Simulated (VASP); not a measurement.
Here is the system:

```
RhSi
1.0
    2.92974     0.00000     0.00000
    0.00000     2.92974     0.00000
    0.00000     0.00000     2.92974
Si Rh
1 1
Direct
  0.50000   0.50000   0.50000
  0.00000   0.00000   0.00000
```

Computed with LDA (Ceperley-Alder, Perdew-Zunger), VASP's LDA PAW potentials (set 64) (plane waves; VASP 6.6.1). Numerical set-up: 400 eV cut-off, Gaussian smearing of 0.050 eV, potentials Si Rh_pv.

Problem. What does the run give for the band gap (along the path) with the smallest direct gap where there is one?

Solution. 
```yaml
band gap (along the path): none (metal, semimetal or under 0.01 eV)
```

Total energies compare only between runs with the same potentials, cut-off and functional.

The structure comes from a computed database's SiRh entry (Pm-3m); how it stands against other phases isn't given here. It was relaxed first, which changed the volume by -5 %. The electron count is odd and the run is not spin-polarised, which forces a metal.
